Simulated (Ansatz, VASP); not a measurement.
# Si2Ni in two plane-wave programs, part 2 of 2

One calculation is typed for both programs; each brings its own data sets and cutoff. How far apart do they land?

VASP 6.6.1 and Ansatz 0.2.0.

So far: The structure; VASP: relaxation of cell and atoms, PBE.

The database entry behind the starting cell differs from later determinations by our own check (0.1 to 0.3 % short, probably kX units), so it need not match the best structure at ambient conditions.

## 3. Ansatz: relaxation of cell and atoms, PBE

Level of this step: Ansatz beside VASP: Kohn-Sham DFT, plane waves, PBE (Ansatz).

Ansatz runs on its default PAW (the set named soft_2) files.

The same cell, functional, mesh and smearing now go to Ansatz, which takes its cutoff from its data sets.

input.yaml reads:

```yaml
crystal:
  lattice:
    - [0.0, 2.7213459177, 2.7213459177]
    - [2.7213459177, 0.0, 2.7213459177]
    - [2.7213459177, 2.7213459177, 0.0]
  atoms:
    - { symbol: Si, position: [0.25, 0.25, 0.25] }
    - { symbol: Si, position: [0.75, 0.75, 0.75] }
    - { symbol: Ni, position: [0.0, 0.0, 0.0], spin: 1.0 }
hamiltonian:
  xc: pbe
  pseudopotentials: { kind: paw }
magnetization:
  spin_polarized: true
kpoints:
  mp_grid: { grid: [11, 11, 11] }
scf:
  occupations: { method: methfessel_paxton, width: 0.1 }
relax:
  f_tol: 0.01
  max_steps: 60
  cell: { stress_tol: 0.05 }
output:
  forces: true
  stress: true
  write_density: true
  write_potential: true
  elf: true
  volumetric_format: npy
```

On the command line:

```
ansatz run input.yaml --threads 4 --pin off --max-ram 9216MiB --backend cpu --events-out ev --progress --plain --runs-dir out
```

Numbers of over 12 decimals in the logs are rounded to 6 here.

What it wrote:

```text
Engine: ansatz 0.2.0, aarch64-unknown-linux-gnu
Pseudopotentials: kind: paw
Pseudopotential: Si, paw, valence charge 4, recommended cutoff 420 eV (normal), Si.paw.azcp
Pseudopotential: Ni, paw, valence charge 18, recommended cutoff 420 eV (normal), Ni.paw.azcp
Functional definition: PBE
  parameter kappa = 0.804
  parameter beta = 0.066725
  exchange = pbe_x(kappa = kappa, mu = beta*pi^2/3)
  correlation = pbe_c(beta = beta)
Crystal: 3 atoms, lattice volume = 40.307 Å³
Basis set: ecut = 420 eV, 749 PW (Γ), exchange–correlation on 54×54×54 points (8 copies of the dense FFT grid, shifted against one another)
Bands: 18, of which v1, the nominal top of the filled ones, is band 13 counted from 1 (12 counted from 0)
Symmetry: 48 space group operations
Space group: Fm-3m (ITA 225), of the structure as read, at distance tolerance 3.4e-5 Å
Magnetic group: BNS 225.116 (UNI 1618), of the structure as read, at distance tolerance 3.4e-5 Å
k-points: 56 of 1331
Non-local potential: Si, projectors of the file, l = 0: 2, l = 1: 2, l = 2: 2
Non-local potential: Ni, projectors of the file, l = 0: 3, l = 1: 2, l = 2: 3, l = 3: 1
PAW form: soft (Blöchl's): semilocal exchange-correlation on the pseudo side does not see the compensation charge
PAW one-centre angular grid: Si, 110 points (default); XC on 64 Gauss nodes
PAW one-centre angular grid: Ni, 590 points (default); XC on 64 Gauss nodes
Initial density: superposition of atomic densities (chi_scale 0.1, normalization cell)
Starting moments: Σ|m| = 1 μB on 1 of 3 sites
Initial wavefunctions: pseudopotential atomic-orbital guess
Functional: x = pbe(κ = 0.804, μ = 0.219515), c = pbe(β = 0.066725)
SCF iter   1: F=—  HF=-7110.963930 eV  |F-HF|=—  |Δ(HF+E_count)|=         —  Δρ=6.43e-2 (↑6.43e-2 ↓3.01e-2)  dr2=1.25e0  dr2_m=4.82e-1  M=0.223 μB ∫|m|=0.645 μB  β_m=0.30  ethr=3.10e-3  ⟨swp⟩=5.3  Hψ=9778  notcnv=0
Mixer restart at iter 1: flushing history
preconditioner: auto → Kerker (q_TF=auto, 2.536 Å⁻¹)  [metal: Δε(μ)=0.019 eV  Ē_g=8.645 eV  σ=0.100 eV  W_gap=0.11  n_scr=14 (ndim 8)  ℏωp=24.8 eV  f_vac=0.000  D(μ)=0.56/eV (n_scr^D=0)]
spin=Collinear: Kerker preconditioning applied to the charge; magnetization (m = ρ↑ − ρ↓) channel mixes plain (no charge-response kernel on spin).
SCF iter   2: F=—  HF=-7110.816129 eV  |F-HF|=—  |Δ(HF+E_count)|=   1.48e-1  Δρ=5.06e-2 (↑2.38e-2 ↓5.06e-2)  dr2=1.09e0  dr2_m=3.80e-1  M=0.210 μB ∫|m|=0.496 μB  β_m=0.42  ethr=3.10e-3  ⟨swp⟩=2.6  Hψ=3995  notcnv=0  defer=89
SCF iter   3: F=—  HF=-7111.785843 eV  |F-HF|=—  |Δ(HF+E_count)|=   9.70e-1  Δρ=3.28e-2 (↑2.43e-2 ↓3.28e-2)  dr2=5.24e-1  dr2_m=2.34e-1  M=0.190 μB ∫|m|=0.383 μB  β_m=0.35  ethr=3.10e-3  ⟨swp⟩=2.2  Hψ=3064  notcnv=0  defer=87
SCF iter   4: F=—  HF=-7112.345448 eV  |F-HF|=—  |Δ(HF+E_count)|=   5.60e-1  Δρ=1.94e-2 (↑1.36e-2 ↓1.94e-2)  dr2=1.82e-1  dr2_m=8.21e-2  M=0.117 μB ∫|m|=0.215 μB  β_m=0.62  ethr=2.02e-3  ⟨swp⟩=2.3  Hψ=3634  notcnv=0  defer=82
SCF iter   5: F=—  HF=-7112.323956 eV  |F-HF|=—  |Δ(HF+E_count)|=         —  Δρ=1.25e-2 (↑1.25e-2 ↓1.17e-2)  dr2=1.52e-1  dr2_m=4.47e-4  M=0.013 μB ∫|m|=0.030 μB  β_m=0.62  ethr=7.02e-4  ⟨swp⟩=3.1  Hψ=3853  notcnv=0  defer=82
Mixer restart at iter 5: flushing history
SCF iter   6: F=—  HF=-7112.432074 eV  |F-HF|=—  |Δ(HF+E_count)|=   1.08e-1  Δρ=9.47e-3 (↑8.21e-3 ↓9.47e-3)  dr2=6.18e-2  dr2_m=2.19e-4  M=0.007 μB ∫|m|=0.018 μB  β_m=0.51  ethr=5.85e-4  ⟨swp⟩=2.5  Hψ=4663  notcnv=0  defer=80
SCF iter   7: F=—  HF=-7112.394831 eV  |F-HF|=—  |Δ(HF+E_count)|=   3.72e-2  Δρ=6.63e-3 (↑6.63e-3 ↓5.75e-3)  dr2=4.80e-2  dr2_m=1.58e-4  M=0.006 μB ∫|m|=0.015 μB  β_m=0.57  ethr=2.38e-4  ⟨swp⟩=2.0  Hψ=3842  notcnv=0  defer=80
SCF iter   8: F=—  HF=-7112.404480 eV  |F-HF|=—  |Δ(HF+E_count)|=   9.65e-3  Δρ=8.92e-4 (↑8.92e-4 ↓6.58e-4)  dr2=1.15e-3  dr2_m=2.58e-5  M=0.002 μB ∫|m|=0.006 μB  β_m=0.66  ethr=1.84e-4  ⟨swp⟩=2.3  Hψ=3534  notcnv=0  defer=80
SCF iter   9: F=—  HF=-7112.404622 eV  |F-HF|=—  |Δ(HF+E_count)|=   1.42e-4  Δρ=6.51e-4 (↑6.51e-4 ↓4.14e-4)  dr2=4.71e-4  dr2_m=1.25e-5  M=0.001 μB ∫|m|=0.003 μB  β_m=0.83  ethr=4.42e-6  ⟨swp⟩=1.5  Hψ=2501  notcnv=0  defer=80
SCF iter  10: F=—  HF=-7112.404721 eV  |F-HF|=—  |Δ(HF+E_count)|=   9.92e-5  Δρ=1.22e-4 (↑8.18e-5 ↓1.22e-4)  dr2=1.33e-5  dr2_m=1.85e-7  M=0.000 μB ∫|m|=0.000 μB  β_m=0.91  ethr=1.81e-6  ⟨swp⟩=2.0  Hψ=2941  notcnv=0  defer=80
SCF iter  11: F=—  HF=-7112.402184 eV  |F-HF|=—  |Δ(HF+E_count)|=         —  Δρ=2.30e-4 (↑2.27e-4 ↓2.30e-4)  dr2=6.06e-5  dr2_m=1.21e-9  M=0.000 μB ∫|m|=0.000 μB  β_m=0.91  ethr=5.11e-8  ⟨swp⟩=2.2  Hψ=2526  notcnv=0  defer=80
Mixer restart at iter 11: flushing history
iteration 11: the input's own smearing fills from here on; a Gaussian of 0.1 eV has filled iterations ahead of it
SCF iter  12: F=—  HF=-7112.402254 eV  |F-HF|=—  |Δ(HF+E_count)|=   7.02e-5  S|Δr|=    0.00e0  Δρ=7.92e-4 (↑7.92e-4 ↓7.90e-4)  dr2=6.48e-4  dr2_m=6.59e-10  M=0.000 μB ∫|m|=0.000 μB  β_m=0.56  ethr=5.11e-8  ⟨swp⟩=3.1  Hψ=3725  notcnv=0  defer=80  recentre
SCF iter  13: F=—  HF=-7112.402179 eV  |F-HF|=—  |Δ(HF+E_count)|=   7.48e-5  S|Δr|=    0.00e0  Δρ=9.47e-5 (↑9.20e-5 ↓9.47e-5)  dr2=1.07e-5  dr2_m=7.98e-10  M=0.000 μB ∫|m|=0.000 μB  β_m=0.58  ethr=5.11e-8  ⟨swp⟩=2.8  Hψ=3583  notcnv=0  defer=80
SCF iter  14: F=—  HF=-7112.402179 eV  |F-HF|=—  |Δ(HF+E_count)|=   7.47e-7  S|Δr|=    0.00e0  Δρ=1.29e-5 (↑1.29e-5 ↓1.17e-5)  dr2=2.62e-7  dr2_m=2.54e-10  M=0.000 μB ∫|m|=0.000 μB  β_m=0.79  ethr=4.12e-8  ⟨swp⟩=1.8  Hψ=2151  notcnv=0  defer=80
SCF iter  15: F=-7112.402179 eV  HF=-7112.402179 eV  |F-HF|=6.09e-8  |Δ(HF+E_count)|=   1.58e-7  S|Δr|=    0.00e0  Δρ=8.52e-6 (↑8.11e-6 ↓8.52e-6)  dr2=8.15e-8  dr2_m=1.73e-11  M=0.000 μB ∫|m|=0.000 μB  ethr=3.85e-10  ⟨swp⟩=8.1  Hψ=11154  notcnv=0
WARN: the starting moments were not kept: the SCF closed with an absolute magnetisation of 4.6e-6 μB, where they sum to 1 μB in size (1 site). That is at most 0.1 of that sum. Measured as dr2_m measures the in/out step, that magnetisation stands 2.2e-11 eV from none, at or under the dr2_threshold of 1.0e-7 eV: it is no larger than a step whose dr2_m would equal this threshold. The system may hold no moment; this SCF  [...]
SCF 1 converged in 15 iterations: F = -7112.402179 eV  dr2 = 8.15e-8
  greatest PAW one-centre occupation: 1.000 electrons in one spin orbital (limit 2), on the Ni atom at site 2 (counted from 0), in its partial waves of l = 1
relax step   1: F+E_penalty+E_count = -7112.40217882 eV  Δ(F+E_penalty+E_count) = +0.000e0 eV  max|allowed force component| = 3.701e-17 eV/Å  Δτ_max = 0.0000 Å  P = +0.139 GPa  Ω = 40.307 Å³  (15 SCF iters, dr2 threshold 1.00e-7 eV, accepted)
[...]
relax step   2: F+E_penalty+E_count = -7112.40218621 eV  Δ(F+E_penalty+E_count) = -7.386e-6 eV  max|allowed force component| = 9.406e-17 eV/Å  Δτ_max = 0.0000 Å  P = +0.059 GPa  Ω = 40.328 Å³  energy of the carried Pulay correction = -5.610e-6 eV  (6 SCF iters, dr2 threshold 4.81e-8 eV, accepted)
[...]
relax step   3: F+E_penalty+E_count = -7112.40218495 eV  Δ(F+E_penalty+E_count) = +1.259e-6 eV  max|allowed force component| = 1.203e-16 eV/Å  Δτ_max = 0.0000 Å  P = +0.001 GPa  Ω = 40.344 Å³  energy of the carried Pulay correction = -9.783e-6 eV  (5 SCF iters, dr2 threshold 8.75e-9 eV, accepted)
[...]
relax step   4: F+E_penalty+E_count = -7112.40219082 eV  Δ(F+E_penalty+E_count) = -5.865e-6 eV  max|allowed force component| = 9.252e-17 eV/Å  Δτ_max = 0.0000 Å  P = +0.001 GPa  Ω = 40.344 Å³  stress off target by 8.13e-4 GPa  SCF on the basis re-selected at this cell (its energy is not comparable with the rows above)  (9 SCF iters)
basis re-selected at this cell: Δ(F+E_penalty+E_count) = -5.865e-6 eV, ΔP = +0.000 GPa vs the last step (what re-selecting the basis moved, of the pressure what is left beyond the Pulay correction that the steps carried, after the strain that the cell walked since its last selection, with what the two solves' SCF thresholds leave and, on support functions, any second-order correction that the steps lacked; it is no m [...]
SCF converged after 9 iterations
Stability not checked: this state was not tested for a lower state beside it, because cold or Methfessel-Paxton smearing, or corrected tetrahedra, fill the levels in a way that the test cannot read (fill_not_monotonic; see scf.lower_state_search)
Magnetization: -0.0000 μB (13.0000 up, 13.0000 down)
Absolute magnetization: 0.0000 μB (∫|ρ↑−ρ↓|, with the PAW one-centre terms)
Spin contamination: 0.0000 ħ² per cell (⟨S²⟩ above its minimum at these occupations)
Per-site moments (μB) at R_I (Å): [(-2.994875902673785e-10, 0.972456), (-2.994875694696623e-10, 0.972456), (-1.5060427428426212e-9, 0.972456)]
Free energy (F): -7112.402191 eV
Harris-Foulkes:  -7112.402191 eV  (|F-HF|=0.00e0)
Internal energy: -7112.401206 eV  (E = F + TS)
E sigma→0 (E₀):  -7112.401945 eV
Entropy (-TS):   -0.000985 eV (-0.328 meV/atom)
Fermi energy:    12.895304 eV
--- Per-component energies (eV) ---
  E_band       = -351.117570
  E_kinetic    = 369.255564
  E_local      = -4933.669758  (includes V_loc(G=0)·N_el)
  E_nonlocal   = 679.601051
  E_hartree    = 2132.719605
  E_xc         = -198.817089
  E_vxc        = -207.878075  (∫ρ·V_xc dr)
  E_paw        = -2651.445890  (= ΣΔE_a)
  E_vpaw       = -523.865979  (= ΣTr[D̂ρ^β])
  E_aug_tail   = 0.000570  (compensation charges beyond the density's cutoff)
  E_ewald      = -2510.045260
  E_smearing   = -0.000985  (= −TS)
  E_closure    = 0.000000  (closes the sum)
  Σ components = -7112.402191   (vs F -7112.402191, Δ=0.00e0)
--- Forces (eV/Å), atoms counted from 1 ---
  atom   1  Si     0.00000000     0.00000000     0.00000000
  atom   2  Si    -0.00000000    -0.00000000    -0.00000000
  atom   3  Ni    -0.00000000     0.00000000     0.00000000
  max |Σ_I F_I| component: 5.09e-17 eV/Å
--- Stress (GPa, compression-positive) ---
        0.000813       0.000000      -0.000000
       -0.000000       0.000813      -0.000000
       -0.000000      -0.000000       0.000813
  P = ⅓ Tr σ = 0.0008 GPa (0.008 kbar)
--- Band table (eV; the first three rows and the last of 112) ---
  k-point 0 ↑: bands = [... 9 lower, 9.5219, 12.4421, 14.6042, 14.6042, 14.6042, 15.2025, 15.2025, 15.2025, ... 1 higher]
  k-point 1 ↑: bands = [... 9 lower, 9.4994, 12.3159, 13.5611, 14.0574, 14.0574, 15.7304, 15.7304, 16.4816, ... 1 higher]
  k-point 2 ↑: bands = [... 9 lower, 9.4547, 11.3231, 13.3400, 13.3400, 13.5613, 15.7333, 15.7333, 16.7167, ... 1 higher]
  k-point 55 ↓: bands = [... 9 lower, 9.2503, 9.5189, 9.8842, 10.5714, 14.5148, 15.5721, 17.4877, 18.5287, ... 1 higher]
--- Relaxed structure (3 steps of the walk, 3 accepted, 1 SCFs on fresh bases) ---
  F+E_penalty+E_count = -7112.40219082 eV   max|allowed force component| = 9.252e-17 eV/Å   (the final SCF, on the basis selected at the relaxed cell)
  cell:  # Å, volume = 40.3438 Å³
    - [0.0, 2.722172, 2.722172]
    - [2.722172, 0, 2.722172]
    - [2.722172, 2.722172, 0]
  atoms:
    - { symbol: Si, position: [0.25, 0.25, 0.25] }
    - { symbol: Si, position: [0.75, 0.75, 0.75] }
    - { symbol: Ni, position: [0, 0, 0] }
```

The job ended after 5.2 s (4 threads of Arm Neoverse V2, shared host; peak memory 0.4 GiB).

## 4. Comparison

Known differences besides the potentials themselves: both relaxations stop at a tolerance, which leaves soft axes loose, and VASP keeps its plane-wave basis; the data sets hold 26 valence electrons in Ansatz (default PAW (the set named soft_2) files) and 18 in VASP; the cutoff is 420 eV in Ansatz and 450 eV in VASP; Ansatz adds a Pulay correction to the stress that steers its cell, VASP none. Total energies have different zeros and are not compared.

The two programs side by side:

```csv
quantity,Ansatz,VASP,difference
volume (Å³),40.34,40.31,+0.09 %
"edge a after relaxation, in the typed setting (Å)",3.850,3.849,+0.03 %
```

The walks stopped with 0.00 GPa left in Ansatz and -0.03 GPa in VASP; each walk ends within a tolerance, so the volume difference is uncertain by about these residues over the bulk modulus, most in soft cells.

## 5. Outcome

```
difference in volume (relaxation of cell and atoms, PBE) : 0.091 %
```

In words: The difference in volume is 0.091 % (relaxation of cell and atoms, PBE), within the 1.2 % picked in this series as the mark of a large difference, as far as the stopping tolerances let one tell. How closely two codes agree says nothing of how well the functional describes the real material.

[Lines on the potential files, build, host, timing and source positions are cut from VASP's logs without a mark.]

[Logs are printed without paths, hosts, clocks, repeated set-up lines and the standing remarks that a program may print on its own settings, such as how far it seeks lower states.]

[Hosts, paths, dates, database ids (printed as entryN), source tags and the programs' standing remarks are cut or masked in the printed files.]
